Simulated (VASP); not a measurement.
# CaC2 (I4/mmm) in VASP: single point with LDA

Aim: the single point of CaC2 with LDA.

Program: VASP 6.6.1. These are calculated values, not measurements. Logs are shortened: lines on timing, memory, paths and dates and some standing lists are left out, and cuts for length are marked.

## Step 1: The crystal as given

It takes space group I4/mmm (No. 139, tetragonal). Conventional cell: a = 3.869 Å, b = 3.869 Å, c = 6.404 Å, α = 90.00°, β = 90.00°, γ = 90.00°. Ca (site symmetry 4/mmm) is surrounded by 10 C at 2.58 to 2.81 Å. C (site symmetry 4mm) has 1 C at 1.25 Å as nearest neighbours.

The cell comes from a database or a generator and needn't be the stable form of this composition.

## Step 2: Single point, LDA

The input, INCAR:

```
  ALGO = Fast
  EDIFF = 1E-7
  ENCUT = 520
  ISIF = 2
  ISMEAR = 0
  LASPH = True
  LCHARG = False
  LREAL = False
  LWAVE = False
  NBANDS = 16
  NELM = 100
  PREC = Accurate
  SIGMA = 0.05
```

The input, KPOINTS:

```
k-points
0
Gamma
  10 10 10
```

The input, POSCAR:

```
CaC2
1.0
   -1.9342985994      1.9342985994      3.2021112425
    1.9342985994     -1.9342985994      3.2021112425
    1.9342985994      1.9342985994     -3.2021112425
Ca C
1 2
Direct
    0.0000000000      0.0000000000      0.0000000000
    0.5978927200      0.5978927200      0.0000000000
    0.4021072800      0.4021072800      0.0000000000
```

Potentials or basis: VASP PAW LDA potentials, release 64 (Ca_sv, C).

Started as:

```console
> cat potpaw_LDA.64/Ca_sv/POTCAR potpaw_LDA.64/C/POTCAR > POTCAR
> mpirun -np 1 vasp_std > vasp.out
```

OUTCAR:

```text
EDIFF = 1E-7
   ENCUT = 520
   ISIF = 2
   ISMEAR = 0
   LASPH = True
   LREAL = False
   NELM = 100
   PREC = Accurate

 ion  position               nearest neighbor table
   1  0.000  0.000  0.000-   2 2.58   3 2.58
   2  0.598  0.598  0.000-   3 1.25   1 2.58
   3  0.402  0.402  0.000-   2 1.25   1 2.58

  LATTYP: Found a body centered tetragonal cell.
 ALAT       =     3.8685971988
 C/A-ratio  =     1.6554379161

  Lattice vectors:

 A1 = (  -1.9342985994,   1.9342985994,   3.2021112425)
 A2 = (   1.9342985994,  -1.9342985994,   3.2021112425)
 A3 = (   1.9342985994,   1.9342985994,  -3.2021112425)

Analysis of symmetry for initial positions (statically):
=====================================================================
 Subroutine PRICEL returns:
 Original cell was already a primitive cell.

 Routine SETGRP: Setting up the symmetry group for a
 body centered tetragonal supercell.

 Subroutine GETGRP returns: Found 16 space group operations
 (whereof 16 operations were pure point group operations)
 out of a pool of 16 trial point group operations.

The static configuration has the point symmetry D_4h.

Analysis of symmetry for dynamics (positions and initial velocities):
=====================================================================
 Subroutine PRICEL returns:
 Original cell was already a primitive cell.

 Routine SETGRP: Setting up the symmetry group for a
 body centered tetragonal supercell.

 Subroutine GETGRP returns: Found 16 space group operations
 (whereof 16 operations were pure point group operations)
 out of a pool of 16 trial point group operations.

The dynamic configuration has the point symmetry D_4h.

 Subroutine INISYM returns: Found 16 space group operations
 (whereof 16 operations are pure point group operations),
 and found     1 'primitive' translations

----------------------------------------------------------------------------------------

                                     Primitive cell

  volume of cell :      47.9229

  direct lattice vectors                    reciprocal lattice vectors
    -1.934298599  1.934298599  3.202111243     0.000000000  0.258491631  0.156146980
     1.934298599 -1.934298599  3.202111243     0.258491631  0.000000000  0.156146980
     1.934298599  1.934298599 -3.202111243     0.258491631  0.258491631  0.000000000

  length of vectors
     4.211477004  4.211477004  4.211477004     0.301993051  0.301993051  0.365562370

  position of ions in fractional coordinates (direct lattice)
     0.000000000  0.000000000  0.000000000
     0.597892720  0.597892720  0.000000000
     0.402107280  0.402107280  0.000000000

  ion indices of the primitive-cell ions
   primitive index   ion index
                 1           1
                 2           2
                 3           3

----------------------------------------------------------------------------------------

 KPOINTS: k-points

Automatic generation of k-mesh.
 Grid dimensions read from file:
 generate k-points for:   10   10   10

 Generating k-lattice:

  Cartesian coordinates                     Fractional coordinates (reciprocal lattice)
     0.000000000  0.025849163  0.015614698     0.100000000  0.000000000  0.000000000
     0.025849163  0.000000000  0.015614698     0.000000000  0.100000000  0.000000000
     0.025849163  0.025849163  0.000000000     0.000000000  0.000000000  0.100000000

  Length of vectors
     0.030199305  0.030199305  0.036556237

  Shift w.r.t. Gamma in fractional coordinates (k-lattice)
     0.000000000  0.000000000  0.000000000

 Subroutine IBZKPT returns following result:
 ===========================================

 Found    102 irreducible k-points:

 Following reciprocal coordinates:
            Coordinates               Weight
  0.000000  0.000000  0.000000      1.000000
  0.100000  0.000000 -0.000000      8.000000
  0.200000  0.000000 -0.000000      8.000000
  0.300000  0.000000  0.000000      8.000000
  0.400000  0.000000  0.000000      8.000000
  0.500000  0.000000  0.000000      4.000000
[... 16 lines left out ...]
  0.300000  0.300000  0.000000      8.000000
  0.400000  0.300000 -0.000000     16.000000
 [... further k-points ...]
   k-points           NKPTS =    102   k-points in BZ     NKDIM =    102   number of bands    NBANDS=     16
   number of dos      NEDOS =    301   number of ions     NIONS =      3
   total plane-waves  NPLWV =  32768
   dimension x,y,z NGX =    32 NGY =   32 NGZ =   32
   dimension x,y,z NGXF=    64 NGYF=   64 NGZF=   64
   ions per type =               1   2
   NGX,Y,Z   is equivalent  to a cutoff of  12.63, 12.63, 12.63 a.u.
   NGXF,Y,Z  is equivalent  to a cutoff of  25.26, 25.26, 25.26 a.u.
 SYSTEM =  unknown system
   PREC   = accura    normal or accurate (medium, high low for compatibility)
   ISTART =      0    job   : 0-new  1-cont  2-samecut
   ICHARG =      2    charge: 1-file 2-atom 10-const
   ISPIN  =      1    spin polarized calculation?
   LNONCOLLINEAR =      F non collinear calculations
   LSORBIT =      F    spin-orbit coupling
   LASPH  =      T    aspherical Exc in radial PAW
   ENCUT  =  520.0 eV  38.22 Ry    6.18 a.u.   7.83  7.83  7.83*2*pi/ulx,y,z
   NELM   =    100;   NELMIN=  2; NELMDL= -5     # of ELM steps
   EDIFF  = 0.1E-06   stopping-criterion for ELM
   LREAL  =      F    real-space projection
   EDIFFG = 0.1E-05   stopping-criterion for IOM
   NSW    =      0    number of steps for IOM
   IBRION =     -1    ionic relax: 0-MD 1-quasi-New 2-CG
   NFREE  =      0    steps in history (QN), initial steepest desc. (CG)
   ISIF   =      2    stress and relaxation
   ISYM   =      2    0-nonsym 1-usesym 2-fastsym
   POTIM  = 0.5000    time-step for ionic-motion
   TEBEG  =    0.0;   TEEND  =   0.0 temperature during run
   PSTRESS=    0.0 pullay stress
   NELECT =      18.0000    total number of electrons
   NUPDOWN=      -1.0000    fix difference up-down
   EMIN   =  10.00;   EMAX   =-10.00  energy-range for DOS
   EFERMI =   0.00;   METHOD = LEGACY
   ISMEAR =     0;   SIGMA  =   0.05  broadening in eV -4-tet -1-fermi 0-gaus
   EFERMI_NEDOS =   21; number of points for ismear=-14 and -15
   IALGO  =     68    algorithm
   IMIX   =      4    mixing-type and parameters
     AMIX     =   0.40;   BMIX     =  1.00
     AMIX_MAG =   1.60;   BMIX_MAG =  1.00
  volume/ion in A,a.u.               =      15.97       107.80
  Fermi-wavevector in a.u.,A,eV,Ry     =   1.181185  2.232116 18.982815  1.395198
  Thomas-Fermi vector in A             =   2.317463
   LORBIT       =      0    0 simple, 1 ext, 2 COOP (PROOUT), +10 PAW based schemes
   GGA     = CA    functional components
   LHFCALC =     F    Hartree Fock is set to
   AEXX    =    0.0000 exact exchange contribution
   IVDW    =     0    specifies the selected vdW correction
   LEPSILON=     F    determine dielectric tensor
   LRPA    =     F    only Hartree local field effects (RPA)
 non-spin polarized calculation
 RMM-DIIS sequential band-by-band and
 Gauss-broadening in eV      SIGMA  =   0.05
  energy-cutoff  :      520.00
  volume of cell :       47.92
 maximum number of plane-waves:      1304
   NGX = 15   NGY = 15   NGZ = 15

 number of electron      18.0000001 magnetization

 Free energy of the ion-electron system (eV)
  ---------------------------------------------------
  ext. energy  EPLUGINS =         0.00000000
  ---------------------------------------------------
  free energy    TOTEN  =       -22.13899972 eV

  energy without entropy =      -22.13899972  energy(sigma->0) =      -22.13899972

 E-fermi :   1.4899     XC(G=0):  -9.8141

 val. band max:        1.2693395252   @ k =  -0.4000  -0.4000   0.4000
 cond. band min:       2.4369643292   @ k =   0.5000   0.5000   0.0000
 fundamental gap:      1.1676248041
 Fermi energy:         1.4899033332

 k-point     1 :       0.0000    0.0000    0.0000
  band No.  band energies     occupation
      1     -37.1960      2.00000
      2     -18.5062      2.00000
      3     -18.5062      2.00000
      4     -18.3859      2.00000
      5     -11.4597      2.00000
      6      -1.4567      2.00000
[... 8 lines left out ...]
     15      10.4726      0.00000
     16      10.4844      0.00000

 k-point     2 :       0.1000    0.0000   -0.0000
  band No.  band energies     occupation
      1     -37.1949      2.00000
      2     -18.5216      2.00000
      3     -18.5059      2.00000
      4     -18.3903      2.00000
      5     -11.4162      2.00000
      6      -1.7052      2.00000
[... 8 lines left out ...]
     15      10.1987      0.00000
     16      10.3363      0.00000

 k-point     3 :       0.2000    0.0000   -0.0000
  band No.  band energies     occupation
      1     -37.1921      2.00000
      2     -18.5626      2.00000
      3     -18.5051      2.00000
      4     -18.4003      2.00000
      5     -11.3013      2.00000
      6      -2.1327      2.00000
[... 8 lines left out ...]
     15       9.5386      0.00000
     16       9.9191      0.00000

 k-point     4 :       0.3000    0.0000    0.0000
  band No.  band energies     occupation
      1     -37.1886      2.00000
      2     -18.6136      2.00000
      3     -18.5040      2.00000
      4     -18.4111      2.00000
      5     -11.1568      2.00000
      6      -2.5359      2.00000
[... 8 lines left out ...]
     15       8.8005      0.00000
     16       9.2327      0.00000

 k-point     5 :       0.4000    0.0000    0.0000
  band No.  band energies     occupation
      1     -37.1857      2.00000
      2     -18.6547      2.00000
      3     -18.5032      2.00000
      4     -18.4191      2.00000
      5     -11.0374      2.00000
      6      -2.8237      2.00000
[... 8 lines left out ...]
     15       8.7372      0.00000
     16       8.9636      0.00000

 k-point     6 :       0.5000    0.0000    0.0000
  band No.  band energies     occupation
      1     -37.1846      2.00000
      2     -18.6703      2.00000
      3     -18.5028      2.00000
      4     -18.4220      2.00000
      5     -10.9912      2.00000
      6      -2.9286      2.00000
[... 8 lines left out ...]
     15       8.8999      0.00000
     16       9.1878      0.00000

 k-point     7 :       0.1000    0.1000   -0.0000
  band No.  band energies     occupation
      1     -37.1935      2.00000
      2     -18.5279      2.00000
      3     -18.5169      2.00000
      4     -18.3985      2.00000
      5     -11.3623      2.00000
      6      -2.0748      2.00000
[... 8 lines left out ...]
     15       9.6686      0.00000
     16      10.2838      0.00000

 k-point     8 :       0.2000    0.1000   -0.0000
  band No.  band energies     occupation
      1     -37.1905      2.00000
      2     -18.5658      2.00000
      3     -18.5195      2.00000
      4     -18.4090      2.00000
      5     -11.2508      2.00000
      6      -2.4290      2.00000
[... 8 lines left out ...]
     15       8.8580      0.00000
     16       9.9535      0.00000

 k-point     9 :       0.3000    0.1000    0.0000
  band No.  band energies     occupation
      1     -37.1872      2.00000
      2     -18.6145      2.00000
      3     -18.5178      2.00000
      4     -18.4181      2.00000
      5     -11.1232      2.00000
      6      -2.7043      2.00000
[... 8 lines left out ...]
     15       8.7757      0.00000
     16       9.3496      0.00000
[... 172 lines left out ...]
 k-point    19 :       0.5000    0.2000    0.0000
  band No.  band energies     occupation
      1     -37.1824      2.00000
      2     -18.6488      2.00000
      3     -18.5402      2.00000
      4     -18.4235      2.00000
      5     -11.0375      2.00000
      6      -2.5300      2.00000
[... 8 lines left out ...]
     15       8.9381      0.00000
     16       9.4668      0.00000

 k-point    20 :      -0.4000    0.2000   -0.0000
  band No.  band energies     occupation
      1     -37.1839      2.00000
      2     -18.6338      2.00000
      3     -18.5383      2.00000
      4     -18.4150      2.00000
      5     -11.0879      2.00000
      6      -2.2615      2.00000
[... 8 lines left out ...]
     15       9.2964      0.00000
     16      10.0414      0.00000

 k-point    21 :      -0.3000    0.2000   -0.0000
  band No.  band energies     occupation
      1     -37.1868      2.00000
      2     -18.6003      2.00000
      3     -18.5387      2.00000
      4     -18.4050      2.00000
      5     -11.1690      2.00000
      6      -1.9327      2.00000
[... 8 lines left out ...]
     15       9.1650      0.00000
     16      10.4503      0.00000

 k-point    22 :      -0.2000    0.2000    0.0000
  band No.  band energies     occupation
      1     -37.1897      2.00000
      2     -18.5666      2.00000
      3     -18.5350      2.00000
      4     -18.3976      2.00000
      5     -11.2504      2.00000
      6      -1.6782      2.00000
[... 8 lines left out ...]
     15       8.8798      0.00000
     16      10.6151      0.00000

 k-point    23 :       0.3000    0.3000    0.0000
  band No.  band energies     occupation
      1     -37.1822      2.00000
      2     -18.5985      2.00000
      3     -18.5857      2.00000
      4     -18.4291      2.00000
      5     -11.0638      2.00000
      6      -2.6154      2.00000
[... 8 lines left out ...]
     15       8.9836      0.00000
     16       9.5199      0.00000

 k-point    24 :       0.4000    0.3000   -0.0000
  band No.  band energies     occupation
      1     -37.1805      2.00000
      2     -18.6216      2.00000
      3     -18.5797      2.00000
      4     -18.4288      2.00000
      5     -11.0610      2.00000
      6      -2.3965      2.00000
[... 8 lines left out ...]
     15       9.2094      0.00000
     16       9.5338      0.00000

 [... further k-points ...]

------------------------ aborting loop because EDIFF is reached ----------------------------------------

  FORCE on cell =-STRESS in cart. coord.  units (eV):
  Direction    XX          YY          ZZ          XY          YZ          ZX
  --------------------------------------------------------------------------------------
  -------------------------------------------------------------------------------------
  Total       -1.1552184     -1.1552184     -1.3509347      0.0000000     -0.0000000      0.0000000
  in kB      -38.6216874    -38.6216874    -45.1649470      0.0000000     -0.0000000      0.0000000
  external PRESSURE =     -40.8027740 kB  Pullay stress =       0.0000000 kB

 VOLUME and BASIS-vectors are now :
 -----------------------------------------------------------------------------
  energy-cutoff  :      520.00
  volume of cell :       47.92
      direct lattice vectors                 reciprocal lattice vectors
    -1.934298599  1.934298599  3.202111243     0.000000000  0.258491631  0.156146980
     1.934298599 -1.934298599  3.202111243     0.258491631  0.000000000  0.156146980
     1.934298599  1.934298599 -3.202111243     0.258491631  0.258491631  0.000000000

 POSITION                                       TOTAL-FORCE (eV/Angst)
 -----------------------------------------------------------------------------------
      0.00000      0.00000      0.00000        -0.000000     -0.000000      0.000000
      0.00000      0.00000      3.82904         0.000000      0.000000      0.183661
      0.00000      0.00000      2.57518        -0.000000     -0.000000     -0.183661
 -----------------------------------------------------------------------------------
    total drift:                                0.000000      0.000000      0.000000

  FREE ENERGIE OF THE ION-ELECTRON SYSTEM (eV)
  ---------------------------------------------------
  free  energy   TOTEN  =       -22.1389997183 eV

  energy  without entropy=      -22.1389997183  energy(sigma->0) =      -22.13899972
```

Run time: 53 s. Hardware: 1 thread of Intel Xeon 6975P-C (Granite Rapids), shared host; peak memory 0.21 GiB.

Results:

| Item | Value |
| --- | --- |
| Free energy | -22.1390 eV |
| Pressure | -4.1 GPa |
| Largest force | 0.184 eV/Å |
| Band gap on the k mesh | 1.17 eV, indirect (least direct gap 2.23 eV) |

Forces in eV/Å, atoms in the order of the input:
```
Ca   0.000  0.000  0.000
C    0.000  0.000  0.184
C    0.000  0.000 -0.184
```

Caveat: the standard files for N, O and F lose accuracy on very short bonds.
